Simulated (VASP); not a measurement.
An input for Quantum ESPRESSO's pw.x (written as the equivalent of a VASP run, and not itself run):

```
&CONTROL
  calculation = 'vc-relax'
  pseudo_dir = './pseudo'
  outdir = './out'
  tprnfor = .true.
  tstress = .true.
  nstep = 60
  forc_conv_thr = 0.00078
/
&SYSTEM
  ibrav = 0
  nat = 3
  ntyp = 2
  ecutwfc = 80
  occupations = 'smearing'
  smearing = 'methfessel-paxton'
  degauss = 0.00735
  input_dft = 'vdw-df-obk8'
/
&ELECTRONS
  conv_thr = 7.3e-08
  electron_maxstep = 100
/
&IONS
/
&CELL
/
ATOMIC_SPECIES
  Si 28.085 Si.upf
  Mo 95.950 Mo.upf
CELL_PARAMETERS angstrom
    -1.6175633    1.6175633    3.9487826
     1.6175633   -1.6175633    3.9487826
     1.6175633    1.6175633   -3.9487826
ATOMIC_POSITIONS crystal
  Si   0.6642181  0.6642181  0.0000000
  Si   0.3357819  0.3357819  0.0000000
  Mo   1.0000000  1.0000000  0.0000000
K_POINTS automatic
  12 12 12 0 0 0
```

**Question.** Write the VASP files for the same calculation (optB88-vdW).

**Answer.** This is not unique; one that fits is 
File POSCAR:
```
MoSi2
1
   -1.6175633195     1.6175633195     3.9487826166
    1.6175633195    -1.6175633195     3.9487826166
    1.6175633195     1.6175633195    -3.9487826166
Si Mo
2 1
Direct
  0.6642181158   0.6642181158   0.0000000000
  0.3357818842   0.3357818842   0.0000000000
  1.0000000000   1.0000000000   0.0000000000
```

### KPOINTS
```
kpoints
0
gamma
12 12 12
0 0 0
```

### INCAR
```
SYSTEM = MoSi2
PREC = Accurate; ENCUT = 520; LREAL = .False.
LASPH = .True.
EDIFF = 1E-6; NELM = 100; ALGO = Normal
LMAXMIX = 4
ISMEAR = 1; SIGMA = 0.1
GGA = BO; LUSE_VDW = .True.; AGGAC = 0.0
PARAM1 = 0.1833333333; PARAM2 = 0.22
IBRION = 2; NSW = 60; ISIF = 3
EDIFFG = -0.02
LWAVE = .False.; LCHARG = .False.
```

POTCAR, in this order: Si Mo_sv (PBE.64 set). Program: vasp_std.

What does not carry over: the potentials are each code's own (VASP's PAW set, PseudoDojo norm-conserving files in pw.x), so ENCUT and ecutwfc are chosen apart and not converted; conv_thr bounds pw.x's estimated SCF error, while EDIFF bounds the energy change between steps; forc_conv_thr acts on force components and is met together with etot_conv_thr.

The compound is MoSi2 in the MoSi2 type structure. It was relaxed first. The start is the result of an earlier pass.
